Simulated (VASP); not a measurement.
# RbCo3Ag (Pm-3m) in VASP: optical spectrum with PBE+TS+U

Aim: the optical spectrum of RbCo3Ag with PBE+TS+U.

All numbers are computed with VASP 6.6.1; they aren't measurements. Logs are shortened: lines on timing, memory, paths and dates and some standing lists are left out, and cuts for length are marked.

**1. Starting point**

The structure is cubic, space group Pm-3m (No. 221). The conventional cell has a = 4.280 Å, b = 4.280 Å, c = 4.280 Å, α = 90.00°, β = 90.00°, γ = 90.00°. Rb (site symmetry m-3m) is surrounded by 12 Co at 3.03 Å. Around Co (site symmetry 4/mmm) lie 2 Ag at 2.14 Å. Ag (site symmetry m-3m) has 6 Co at 2.14 Å as nearest neighbours.

The cell was built by a generator and needn't be a form met in nature.

**2. Optical spectrum, PBE+TS+U, collinear spin, antiferromagnetic start**

The input, INCAR:

```
ALGO = Fast
CSHIFT = 0.1
EDIFF = 1E-7
ENCUT = 520
GGA = PE
ISIF = 2
ISMEAR = -1
ISPIN = 2
IVDW = 2
LASPH = True
LCHARG = False
LDAU = True
LDAUJ = 0 0.5 0.5
LDAUL = -1 2 2
LDAUPRINT = 1
LDAUTYPE = 2
LDAUU = 0 6.2 3.5
LMAXMIX = 4
LOPTICS = True
LORBIT = 11
LREAL = False
LWAVE = False
MAGMOM = 0 2 -2 2 0
NBANDS = 72
NEDOS = 1000
NELM = 150
NELMDL = -12
NUPDOWN = 3
PREC = Accurate
SIGMA = 0.2
```

The input, KPOINTS:

```
k-points
0
Gamma
  6 6 6
```

The input, POSCAR:

```
RbCo3Ag
1.0
    4.2799835900      0.0000000000      0.0000000000
    0.0000000000      4.2799835900      0.0000000000
    0.0000000000      0.0000000000      4.2799835900
Rb Co Ag
1 3 1
Cartesian
    0.0000000000      0.0000000000      0.0000000000
    2.1399917950      0.0000000000      2.1399917950
    2.1399917950      2.1399917950      0.0000000000
    0.0000000000      2.1399917950      2.1399917950
    2.1399917950      2.1399917950      2.1399917950
```

Potentials or basis: VASP PAW PBE potentials, release 64 (Rb_sv, Co, Ag).

On the command line:

```sh
$ cat potpaw_PBE.64/Rb_sv/POTCAR potpaw_PBE.64/Co/POTCAR potpaw_PBE.64/Ag/POTCAR > POTCAR
$ mpirun -np 1 vasp_std > vasp.out
```

OUTCAR:

```text
EDIFF = 1E-7
   ENCUT = 520
   GGA = PE
   ISIF = 2
   ISMEAR = -1
   ISPIN = 2
   IVDW = 2
   LASPH = True
   LORBIT = 11
   LREAL = False
   NELM = 150
   NELMDL = -12
   NUPDOWN = 3
   PREC = Accurate
  IVDW =   2

 ion  position               nearest neighbor table
   1  0.000  0.000  0.000-   2 3.03   3 3.03   4 3.03   2 3.03   4 3.03   3 3.03   4 3.03   4 3.03
                             2 3.03   3 3.03   2 3.03   3 3.03   5 3.71   5 3.71   5 3.71   5 3.71
   2  0.500  0.000  0.500-   5 2.14   5 2.14   4 3.03   1 3.03   1 3.03   3 3.03   3 3.03   4 3.03
                             3 3.03   3 3.03   1 3.03   4 3.03   1 3.03   4 3.03
   3  0.500  0.500  0.000-   5 2.14   5 2.14   4 3.03   1 3.03   2 3.03   4 3.03   2 3.03   1 3.03
                             2 3.03   2 3.03   1 3.03   4 3.03   4 3.03   1 3.03
   4  0.000  0.500  0.500-   5 2.14   5 2.14   3 3.03   1 3.03   1 3.03   3 3.03   1 3.03   2 3.03
                             1 3.03   2 3.03   3 3.03   2 3.03   3 3.03   2 3.03
   5  0.500  0.500  0.500-   2 2.14   3 2.14   4 2.14   3 2.14   2 2.14   4 2.14   1 3.71   1 3.71
                             1 3.71   1 3.71   1 3.71   1 3.71   1 3.71   1 3.71

  LATTYP: Found a simple cubic cell.
 ALAT       =     4.2799835900

  Lattice vectors:

 A1 = (   4.2799835900,   0.0000000000,   0.0000000000)
 A2 = (   0.0000000000,   4.2799835900,   0.0000000000)
 A3 = (   0.0000000000,   0.0000000000,   4.2799835900)

Analysis of symmetry for initial positions (statically):
=====================================================================
 Subroutine PRICEL returns:
 Original cell was already a primitive cell.

 Routine SETGRP: Setting up the symmetry group for a
 simple cubic supercell.

 Subroutine GETGRP returns: Found 48 space group operations
 (whereof 48 operations were pure point group operations)
 out of a pool of 48 trial point group operations.

The static configuration has the point symmetry O_h .

Analysis of symmetry for dynamics (positions and initial velocities):
=====================================================================
 Subroutine PRICEL returns:
 Original cell was already a primitive cell.

 Routine SETGRP: Setting up the symmetry group for a
 simple cubic supercell.

 Subroutine GETGRP returns: Found 48 space group operations
 (whereof 48 operations were pure point group operations)
 out of a pool of 48 trial point group operations.

The dynamic configuration has the point symmetry O_h .

Analysis of structural, dynamic, and magnetic symmetry:
=====================================================================
 Subroutine PRICEL returns:
 Original cell was already a primitive cell.

 Routine SETGRP: Setting up the symmetry group for a
 simple cubic supercell.

 Subroutine GETGRP returns: Found 16 space group operations
 (whereof 16 operations were pure point group operations)
 out of a pool of 48 trial point group operations.

The overall configuration has the point symmetry D_4h.

 Subroutine INISYM returns: Found 16 space group operations
 (whereof 16 operations are pure point group operations),
 and found     1 'primitive' translations

----------------------------------------------------------------------------------------

                                     Primitive cell

  volume of cell :      78.4019

  direct lattice vectors                    reciprocal lattice vectors
     4.279983590  0.000000000  0.000000000     0.233645756  0.000000000  0.000000000
[... 291 lines left out ...]
      3      -3.7464      1.00000
      4      -3.7464      1.00000
      5      -2.4004      1.00000
      6      -2.2689      1.00000
[... 1817 lines left out ...]
     34      15.8365      0.00000
     35      16.1795      0.00000

 [... further k-points ...]

 [bands above 35 left out]

------------------------ aborting loop because EDIFF is reached ----------------------------------------

  Hirshfeld charges:
            ion         q(e)
   ------------------------------
      1     Rb       0.11451411
      2     Co      -0.02032832
      3     Co      -0.08776431
      4     Co      -0.02032832
      5     Ag       0.01390683

  Tkatchenko/Scheffler method for vdW energy calculation

  Number of pair interactions contributing to vdW energy:   99914

  Edisp (eV):   -5.91194

  FORCE on cell =-STRESS in cart. coord.  units (eV):
  Direction    XX          YY          ZZ          XY          YZ          ZX
  --------------------------------------------------------------------------------------
  -------------------------------------------------------------------------------------
  Total      19.94653    19.94653    20.25464     0.00000     0.00000    -0.00000
  in kB     407.61632   407.61632   413.91272     0.00000     0.00000    -0.00000
  external pressure =      409.72 kB  Pullay stress =        0.00 kB

 VOLUME and BASIS-vectors are now :
 -----------------------------------------------------------------------------
  energy-cutoff  :      520.00
  volume of cell :       78.40
      direct lattice vectors                 reciprocal lattice vectors
     4.279983590  0.000000000  0.000000000     0.233645756  0.000000000  0.000000000
     0.000000000  4.279983590  0.000000000     0.000000000  0.233645756  0.000000000
     0.000000000  0.000000000  4.279983590     0.000000000  0.000000000  0.233645756

 POSITION                                       TOTAL-FORCE (eV/Angst)
 -----------------------------------------------------------------------------------
      0.00000      0.00000      0.00000         0.000000      0.000000      0.000000
      2.13999      0.00000      2.13999         0.000000      0.000000      0.000000
      2.13999      2.13999      0.00000         0.000000      0.000000      0.000000
      0.00000      2.13999      2.13999         0.000000      0.000000      0.000000
      2.13999      2.13999      2.13999         0.000000      0.000000      0.000000
 -----------------------------------------------------------------------------------
    total drift:                                0.000000     -0.000000     -0.000000

  FREE ENERGIE OF THE ION-ELECTRON SYSTEM (eV)
  ---------------------------------------------------
  free  energy   TOTEN  =       -10.3612144572 eV

  energy  without entropy=      -10.1455163290  energy(sigma->0) =      -10.25336539

 electrical conductivity sigma (Mega S m-1) (frequency dependency in vasprun.xml)
  --------------------------------------------------------------------------------------
       0.034       0.000       0.000
       0.000       0.034       0.000
       0.000      -0.000       0.052

  frequency dependent IMAGINARY DIELECTRIC FUNCTION (independent particle, no local field effects) density-density
     E(ev)      X         Y         Z        XY        YZ        ZX
  --------------------------------------------------------------------------------------------------------------
     0.00000     0.00000     0.00000     0.00000     0.00000     0.00000     0.00000
     0.73962    25.04683    25.04683    17.52170     0.00000    -0.00000     0.00000
     1.47924    13.31511    13.31511     6.98684     0.00000     0.00000     0.00000
     2.21886     8.42612     8.42612     5.77483     0.00000     0.00000    -0.00000
     2.95848     8.66393     8.66393     7.46658     0.00000    -0.00000    -0.00000
     3.69810     7.89240     7.89240     6.78901     0.00000     0.00000    -0.00000
[... 92 lines left out ...]
    72.48274     0.00032     0.00032     0.00031     0.00000     0.00000     0.00000
    73.22236     0.00031     0.00031     0.00030     0.00000     0.00000     0.00000

  frequency dependent      REAL DIELECTRIC FUNCTION (independent particle, no local field effects) density-density
     E(ev)        X           Y           Z          XY          YZ          ZX
  --------------------------------------------------------------------------------------------------------------
     0.00000    54.65472    54.65472    32.38580     0.00000    -0.00000     0.00000
     0.73962    11.95129    11.95129     9.77846     0.00000     0.00000    -0.00000
     1.47924     4.06754     4.06754     4.06769     0.00000     0.00000    -0.00000
     2.21886     3.48354     3.48354     6.18413     0.00000     0.00000    -0.00000
     2.95848     3.72069     3.72069     4.80713     0.00000    -0.00000    -0.00000
     3.69810     1.37944     1.37944     1.62367     0.00000    -0.00000    -0.00000
[... 92 lines left out ...]
    72.48274     0.89533     0.89533     0.89863    -0.00000     0.00000    -0.00000
    73.22236     0.89767     0.89767     0.90091    -0.00000     0.00000    -0.00000

  frequency dependent IMAGINARY DIELECTRIC FUNCTION (independent particle, no local field effects) current-current
     E(ev)      X         Y         Z        XY        YZ        ZX
  --------------------------------------------------------------------------------------------------------------
     0.00000   243.35566   243.35566   206.13966     0.00000     0.00000     0.00000
     0.73962    23.69167    23.69167    16.57163     0.00000     0.00000     0.00000
     1.47924    12.86760    12.86760     6.63541     0.00000    -0.00000    -0.00000
     2.21886     8.54562     8.54562     6.65256     0.00000    -0.00000    -0.00000
     2.95848     9.03505     9.03505     7.91904     0.00000     0.00000    -0.00000
     3.69810     7.85726     7.85726     6.64592     0.00000     0.00000    -0.00000
[... 92 lines left out ...]
    72.48274     0.00003     0.00003     0.00003    -0.00000     0.00000     0.00000
    73.22236     0.00003     0.00003     0.00003    -0.00000     0.00000     0.00000

  frequency dependent      REAL DIELECTRIC FUNCTION (independent particle, no local field effects) current-current
     E(ev)        X           Y           Z          XY          YZ          ZX
  --------------------------------------------------------------------------------------------------------------
     0.00000     2.24957     2.24957    -0.94381    -0.00000    -0.00000     0.00000
     0.73962     2.34815     2.34815    -1.00848    -0.00000    -0.00000    -0.00000
     1.47924     2.54101     2.54101     3.53580    -0.00000    -0.00000    -0.00000
     2.21886     3.24803     3.24803     5.74021    -0.00000    -0.00000    -0.00000
     2.95848     3.07966     3.07966     3.98422    -0.00000    -0.00000    -0.00000
     3.69810     0.90580     0.90580     1.04627    -0.00000    -0.00000    -0.00000
[... 92 lines left out ...]
    72.48274     0.89559     0.89559     0.89854     0.00000     0.00000     0.00000
    73.22236     0.89793     0.89793     0.90083     0.00000     0.00000     0.00000

 total charge

# of ion       s       p       d       tot
------------------------------------------
    1        1.983   5.299   0.122   7.404
    2        0.519   0.346   7.562   8.427
    3        0.550   0.313   7.622   8.486
    4        0.519   0.346   7.562   8.427
    5        0.802   0.769   9.407  10.978
--------------------------------------------------
tot          4.373   7.074  32.275  43.721

 magnetization (x)

# of ion       s       p       d       tot
------------------------------------------
    1        0.003   0.033   0.020   0.057
    2        0.088   0.063   1.971   2.122
    3       -0.014   0.012  -1.796  -1.798
    4        0.088   0.063   1.971   2.122
    5        0.006   0.113   0.018   0.138
--------------------------------------------------
tot          0.172   0.284   2.184   2.640
```

Wall time 12 min (1 thread of Intel Xeon 6975P-C (Granite Rapids), shared host); peak memory 0.76 GiB.

What came out:

```yaml
Free_energy: -10.3612 eV
Pressure: 41.0 GPa
Net_moment: 3.00 μB per cell
Site_moments: Rb +0.06; Co +2.12, -1.80; Ag +0.14 μB
Valence_electrons_inside_the_program's_atomic_spheres: Rb 7.40; Co 8.43, 8.49; Ag 10.98
Hirshfeld_charges: Rb +0.11; Co -0.02, -0.09; Ag +0.01 e
Dispersion_energy_per_atom: -1.182 eV
```

Dielectric function (mean over the directions given):
| energy (eV) | real part | imaginary part |
| --- | --- | --- |
| 0.30 | 35.45 | 21.92 |
| 0.96 | 6.69 | 17.64 |
| 1.63 | 3.86 | 10.05 |
| 2.29 | 4.49 | 7.47 |
| 2.96 | 4.08 | 8.26 |
| 3.62 | 1.64 | 7.70 |
| 4.36 | 0.39 | 5.99 |
| 5.03 | 0.13 | 4.61 |
| 5.70 | 0.21 | 3.80 |
| 6.36 | 0.38 | 2.98 |
| 7.03 | 0.68 | 2.75 |
| 7.69 | 0.68 | 2.59 |
| 8.43 | 0.71 | 2.27 |
| 9.10 | 0.82 | 2.15 |
| 9.76 | 0.84 | 2.08 |
| 10.43 | 0.86 | 1.92 |
| 11.09 | 0.91 | 1.96 |
| 11.76 | 0.81 | 1.93 |
| 12.50 | 0.70 | 1.87 |
| 13.17 | 0.61 | 1.70 |
| 13.83 | 0.64 | 1.61 |
| 14.50 | 0.53 | 1.44 |
| 15.16 | 0.71 | 1.29 |
| 15.83 | 0.75 | 1.35 |
| 16.57 | 0.75 | 1.29 |
| 17.23 | 0.76 | 1.29 |
| 17.90 | 0.82 | 1.29 |
| 18.56 | 0.86 | 1.40 |
| 19.23 | 0.67 | 1.56 |
| 19.97 | 0.36 | 1.48 |

Eigenvalues of the final occupation matrices:
```tsv
site	spin	trace	eigenvalues
site 2 d	1	4.78	0.94 0.95 0.96 0.96 0.97
site 2 d	2	2.81	0.01 0.05 0.86 0.94 0.95
site 3 d	1	2.93	0.07 0.07 0.89 0.93 0.96
site 3 d	2	4.73	0.92 0.95 0.95 0.95 0.97
site 4 d	1	4.78	0.94 0.95 0.96 0.96 0.97
site 4 d	2	2.81	0.01 0.05 0.86 0.94 0.95
site 5 d	1	4.74	0.93 0.93 0.96 0.96 0.96
site 5 d	2	4.72	0.93 0.93 0.95 0.96 0.96
```

Caveat: a pressure of tens of GPa on the cell as given is suspect, and the run, the potentials or the cell itself is likely at fault; spectra need much finer meshes, so this one isn't converged; independent-particle spectra lack excitons; the total moment is fixed, so each spin has its own Fermi level; the U is typed as a test and isn't derived for this compound. The state reached can hang on the start; a lower one may exist.

**3. The reference run**

An earlier run on the cell as given: functional PBE; potentials or basis VASP PAW PBE potentials, release 64 (Rb_sv, Co, Ag); cutoff 520 eV; k mesh 6 × 6 × 6; occupations fermi-dirac, width 0.05 eV; collinear spin, ferromagnetic start; starting moments [0.0, 2.0, 2.0, 2.0, 0.0] μB.

- Pressure: 45.0 GPa
- Band gap on the k mesh: none (metal or under the smearing width)
- Net moment: 4.49 μB per cell
- Site moments: Rb -0.04; Co +1.49; Ag +0.14 μB
- Valence electrons inside the program's atomic spheres: Rb 7.40; Co 8.29; Ag 10.81
